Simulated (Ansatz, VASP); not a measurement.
# RuPt2: VASP beside Ansatz

```xyz
3
Lattice="0.0000 2.9918 2.9918 2.9918 0.0000 2.9918 2.9918 2.9918 0.0000" Properties=species:S:1:pos:R:3 pbc="T T T"
Ru    0.0000    0.0000    0.0000
Pt    4.4877    4.4877    4.4877
Pt    2.9918    2.9918    2.9918
```

Change from the starting cell: species swapped into the Cu2Se type (F-43m, No. 216).

Alike in both runs: functional PBE; k mesh 14 × 14 × 14; occupations gaussian, width 0.1 eV; no spin polarisation.

Ansatz relaxed the structure, and its values are those at the end. VASP's run is a single point on that final structure, the one shown.

|  | VASP | Ansatz |
| --- | --- | --- |
| version | VASP 6.6.1 | Ansatz 0.2.0 |
| potentials or method | VASP PAW PBE potentials, release 64 (Ru_pv, Pt) | scalar-relativistic, plane waves, PAW |
| plane-wave cutoff (eV) | 520 | 420 |
| valence electrons in the cell | 34 | 52 |

VASP gave:

```
gap on the k mesh at the Fermi level (eV) : none
pressure (GPa)                            : -0.4
```

Question: Which values does Ansatz return?

Answer: gap on the k mesh at the Fermi level (eV): none; pressure (GPa): 0.0.

A gap of «none» marks a metal or a gap that the smearing closes. With one functional, cell and mesh, what is left measures potentials, basis and numerics. The two sets of potentials don't hold the same shells in valence.

Spin-orbit coupling is left out, which matters for the levels of Pt.
